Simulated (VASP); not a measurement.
The system is MoS2.

```
CELL_PARAMETERS angstrom
3.16900 0.00000 0.00000
-1.58450 2.74443 0.00000
0.00000 0.00000 12.32400
ATOMIC_POSITIONS crystal
Mo 0.33333 0.66667 0.25000
Mo 0.66667 0.33333 0.75000
S 0.33333 0.66667 0.62300
S 0.66667 0.33333 0.12300
S 0.33333 0.66667 0.87700
S 0.66667 0.33333 0.37700
```

```yaml
Program: VASP 6.6.1
Task: relaxation of cell and atoms
Functional: PBE
Dispersion: D3(BJ)
Potentials_or_basis: VASP PAW PBE potentials, release 64 (Mo_sv, S)
Cutoff: 600 eV
k_mesh: 12 × 12 × 3
Occupations: gaussian, width 0.03 eV
Spin: no spin polarisation
```

At the start: pressure -2.1 GPa; volume 17.86 Å³/atom.

Problem. Where does the relaxation end?

Solution. Over 11 steps the energy falls by 2.8 meV/atom and the volume is 17.30 Å³/atom (-3.2 %); space group P6_3/mmc (No. 194, to 0.05 Å).

Step by step:
| step | energy change (eV) | largest force (eV/Å) | pressure (GPa) | volume (Å³) |
| --- | --- | --- | --- | --- |
| 1 | 0.0000 | 0.0753 | -2.05 | 107.18 |
| 2 | 0.0163 | 0.5260 | 3.47 | 103.67 |
| 3 | -0.0088 | 0.1417 | -0.09 | 105.86 |
| 4 | -0.0114 | 0.0580 | -0.06 | 105.44 |
| 5 | -0.0115 | 0.0366 | -0.07 | 105.33 |
| 6 | -0.0130 | 0.0355 | -0.03 | 105.08 |
| 7 | -0.0160 | 0.0313 | 0.07 | 104.31 |
| 8 | -0.0149 | 0.0206 | 0.41 | 102.76 |
| 9 | -0.0168 | 0.0313 | 0.21 | 103.72 |
| 10 | -0.0145 | 0.1359 | -1.02 | 104.15 |
| 11 | -0.0169 | 0.0015 | -0.01 | 103.80 |

Final structure:
```cif
data_structure
_symmetry_space_group_name_H-M 'P 1'
_symmetry_Int_Tables_number 1
_cell_length_a 3.1488
_cell_length_b 3.1488
_cell_length_c 12.0885
_cell_angle_alpha 90.000
_cell_angle_beta 90.000
_cell_angle_gamma 120.000
_cell_volume 103.80
loop_
_atom_site_label
_atom_site_type_symbol
_atom_site_fract_x
_atom_site_fract_y
_atom_site_fract_z
_atom_site_occupancy
Mo1 Mo 0.33333 0.66667 0.25000 1
Mo2 Mo 0.66667 0.33333 0.75000 1
S1 S 0.33333 0.66667 0.62053 1
S2 S 0.66667 0.33333 0.12053 1
S3 S 0.33333 0.66667 0.87947 1
S4 S 0.66667 0.33333 0.37947 1
```
